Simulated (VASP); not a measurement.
```
Sb
1.0
    3.97427    -2.12587     0.00000
    3.97427     2.12587     0.00000
    2.79573     0.00000     3.47100
Sb
2
Direct
  0.23350   0.23350   0.23350
  0.77248   0.77248   0.76650
```

Method: PBE GGA, VASP's PBE PAW potentials (set 64) (plane waves; VASP). Run with 800 eV cut-off, 9×9×10 Γ-centred mesh, first-order Methfessel-Paxton smearing of 0.10 eV, potentials Sb.

Problem. Give the force on each atom (eV/Å).

Solution. 
```csv
atom,Fx,Fy,Fz
Sb1,0.614,0.000,0.230
Sb2,-0.614,0.000,-0.230
```

Problem. Give the stress tensor in GPa (positive for a compressed cell).

Solution. 
```
4.45  0.00  0.18
0.00  6.56  0.00
0.18  0.00  6.16
```
The pressure is its mean diagonal, 5.72 GPa.

The compound is Sb in the a7 structure. The cell was not relaxed at this level. The run is one of a series of settings (ENCUT = 800 against the base run), some of them coarse on purpose.
